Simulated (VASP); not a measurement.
# Stress, normal strain and elastic moduli of rock-salt HfC under biaxial (001) strain, calculated with PBEsol

A hard carbide coating on a substrate with a different lattice or thermal expansion is strained in its plane. The stress that builds up, and the energy stored with it, help to decide whether the coating cracks or peels. For HfC we need to know how large both are at a given strain, and up to what strain constant elastic moduli describe them. We calculated a (001)-oriented crystal with PBEsol at nine in-plane strains from −2 % to +2 %, with the surface normal free of stress. Strains and energies are measured from the relaxed cubic crystal, and tension counts as positive.

## Calculations

The start is a typed prototype cell. The crystal was relaxed with PBEsol. Equal strain is imposed in the (001) plane; the strain along the normal is adjusted until the normal stress vanishes, and the atoms are relaxed with PBEsol. VASP 6.6.1, plane waves with PAW, cutoff 600 eV, no spin polarisation, no spin-orbit coupling, k mesh 19×19×19, static lattice. The same in all rows: band gap on the k mesh at PBEsol: 0.000 eV.

Notes on method and selection:

- Runs that did not converge, have known faults or may not be shown are not listed, and runs on Ansatz's PAW sets soft_1 and soft_2 are kept to separate tables.

Columns:

- strain (%): strain in the plane (tension positive).
- normal strain (%): strain along the normal.
- stress (GPa): in-plane stress, tension positive.
- strain energy (meV/atom): energy per atom above the relaxed crystal.

Input lines of one member:

```
PREC = Accurate
ENCUT = 600
EDIFF = 1E-07
NELM = 120
ISMEAR = 1
SIGMA = 0.15
LREAL = .FALSE.
ALGO = Normal
GGA = PS
NBANDS = 14
LASPH = .TRUE.
LORBIT = 11
KPAR = 2
IBRION = 1
NSW = 25
```

Command (options for logging and memory left out): `mpirun -np 2 vasp_std`

## Numbers

| member | strain (%) | normal strain (%) | stress (GPa) | strain energy (meV/atom) |
| --- | --- | --- | --- | --- |
| −2 % | −2.0 | 0.793 | −13.85 | 20.72 |
| −1.5 % | −1.5 | 0.588 | −10.10 | 11.54 |
| −1 % | −1.0 | 0.386 | −6.54 | 5.115 |
| −0.5 % | −0.5 | 0.190 | −3.17 | 1.307 |
| 0 % | 0.0 | −0.003 | 0.01 | 7.80×10⁻⁴ |
| +0.5 % | 0.5 | −0.190 | 3.02 | 1.075 |
| +1 % | 1.0 | −0.379 | 5.85 | 4.413 |
| +1.5 % | 1.5 | −0.565 | 8.51 | 9.881 |
| +2 % | 2.0 | −0.751 | 11.01 | 17.37 |

Least-squares fits to the whole series, with x = strain (%); R² and errors in the fitted variable (y, or ln y where the fit is in ln y):

| y | members | fit | R² | rms residual | leave-one-out rms | the same for the mean of the others |
| --- | --- | --- | --- | --- | --- | --- |
| normal strain (%) | 9 | y = 0.007667 − 0.3848 x | 1.00 | 0.0087 | 0.012 | 0.56 |
| stress (GPa) | 9 | y = −0.5844 + 6.208 x | 1.00 | 0.52 | 0.75 | 9.0 |

## The trend and its physics

As the in-plane strain goes from −2 % to +2 %, the normal strain falls from 0.793 % to −0.751 % and the stress rises from −13.85 to 11.01 GPa. The stress rises less with each step: by 3.75 GPa over the first half per cent and by 2.50 GPa over the last. At equal size of strain, compression always costs more energy than tension.

The simplest model starts from a cubic crystal with its axes along the cube edges, in-plane strain $e$ and normal strain $e_n$. Hf and C sit on sites fixed by symmetry, so no internal displacement enters. The condition of zero normal stress is

$$2C_{12}e + C_{11}e_n = 0,$$

which gives

$$e_n = -r\,e,\qquad r = 2C_{12}/C_{11}.$$

Inserting this in the in-plane stress $\sigma = (C_{11}+C_{12})e + C_{12}e_n$ gives $\sigma = Me$, with the biaxial modulus

$$M = C_{11}+C_{12}-2C_{12}^2/C_{11}.$$

This linear law makes tension and compression equally stiff. Real bonds stiffen when shortened and soften when stretched, so we add the next term, with $\beta$ expected to be negative:

$$\sigma = Me + \beta e^2.$$

The three parameters are $r$, $M$ and $\beta$.

The energy is the work done by the stress along the two in-plane directions. With $V_0$ the volume per atom of the relaxed crystal, and with the change in area of the loaded faces included,

$$dU = 2V_0(1+e)(1+e_n)\,\sigma\,de.$$

Integrated to third order, this is

$$U = V_0\left[Me^2 + \tfrac{2}{3}\big(\beta + (1-r)M\big)e^3\right].$$

The energy therefore needs no further elastic parameter, only the scale $V_0$.

## The model against the table

We fix the model on the members −1 % and +1 %, with $x$ the in-plane strain in per cent:

- $r$ = (0.386 + 0.379) / 2 = 0.3825
- $M$ = (5.85 + 6.54) / 2 = 6.195 GPa per %, or 6.195 × 100 = 619.5 GPa
- $\beta$ = (5.85 − 6.54) / 2 = −0.345 GPa per %²

The moduli follow from $C_{12}/C_{11}$ = 0.3825 / 2 = 0.191:

- $C_{11}$ = 619.5 / (1 + 0.191 − 2 × 0.191²) = 554 GPa
- $C_{12}$ = 0.191 × 554 = 106 GPa
- bulk modulus = (554 + 2 × 106) / 3 = 255 GPa

The shear modulus $C_{44}$ does not enter this deformation.

The stress of four other members is then, in GPa:

- +2 %: 6.195 × 2 − 0.345 × 4 = 11.01; table 11.01
- −2 %: −6.195 × 2 − 0.345 × 4 = −13.77; table −13.85
- −1.5 %: −6.195 × 1.5 − 0.345 × 1.5² = −10.07; table −10.10
- +0.5 %: 6.195 × 0.5 − 0.345 × 0.5² = 3.01; table 3.02

The normal strain at +2 % is −0.3825 × 2 = −0.765 %, against −0.751 % in the table. At −2 % it is 0.765 %, against 0.793 %.

For the energy, the mean of the two fixing members gives $V_0M$ = (5.115 + 4.413) / 2 = 4.764 meV/atom per %². With $1-r$ = 1 − 0.3825 = 0.6175, the cubic term relative to the quadratic one is (2/3) × (−0.345 + 0.6175 × 6.195 / 100) / 6.195 = −0.033 per %. In meV/atom:

- +2 %: 4.764 × (4 − 0.033 × 8) = 17.80; table 17.37
- −2 %: 4.764 × (4 + 0.033 × 8) = 20.31; table 20.72

## Members off the line

Largest departures from the fit to the whole series:

| member | normal strain (%) | fit | computed − fit | in rms residuals |
| --- | --- | --- | --- | --- |
| −2 % | 0.793 | 0.777 | +0.016 | 1.8 |
| +2 % | −0.751 | −0.762 | +0.011 | 1.3 |
| 0 % | −0.003 | 0.008 | −0.011 | 1.2 |
| −0.5 % | 0.190 | 0.200 | −0.010 | 1.2 |

Without $\beta$, the stress at +2 % would be 6.195 × 2 = 12.39 GPa, which is 12.39 − 11.01 = 1.38 GPa too high. At −2 % the compressive stress would be 13.85 − 12.39 = 1.46 GPa too small. The assumption that fails is that of constant moduli. The same curvature produces the intercept of −0.5844 GPa in the printed straight-line fit; the unstrained crystal itself carries only 0.01 GPa.

The normal strain lies above the model by 0.014 at +2 % and by 0.028 at −2 % (in per cent strain), so $r$ is not strictly constant either.

The energy departs in another way. It is 17.80 − 17.37 = 0.43 meV/atom below the model at +2 % and 20.72 − 20.31 = 0.41 meV/atom above it at −2 %, and about half as much at ±1 %. This is a term linear in strain, about −0.2 meV/atom per %, as if the energy favoured a slightly larger cell than the stress does. A hydrostatic pressure $p$ missing from the computed stress would change the energy by $V_0\,p\,(2-r)\,e$ in size. With $V_0$ = 4.764 / 6.195 = 0.769 meV/atom per GPa and per cent, $p$ = 0.2 / (0.769 × (2 − 0.3825)) = 0.16 GPa would account for the term. The finite plane-wave basis at fixed cutoff has this sign, since a larger cell holds more plane waves; a smearing contribution to the energy is also possible.

## Conclusions

Constant moduli reproduce the stress to within 3 % at ±0.5 % strain and 6 % at ±1 %. At ±2 % the error exceeds 10 %, and one quadratic term reduces it to below 1 %. For the energy, constant moduli give 4.764 × 4 = 19.06 meV/atom at ±2 %, within 10 % of both computed values. This relative error does not shrink at small strain, because the small linear term in the energy then weighs more: at ±0.5 % it is still about 10 %.

The remaining misfit of the stress is at most 0.08 GPa. Two effects left out of the static, perfect crystal can easily matter more: heating and carbon vacancies, which are common in real carbides, both lower the stiffness. If the stiffness fell by only 5 %, the stress at +2 % strain would already drop by 0.05 × 11.01 = 0.55 GPa.

[Logs are printed without paths, hosts, clocks, repeated set-up lines and the standing remarks that a program may print on its own settings, such as how far it seeks lower states.]
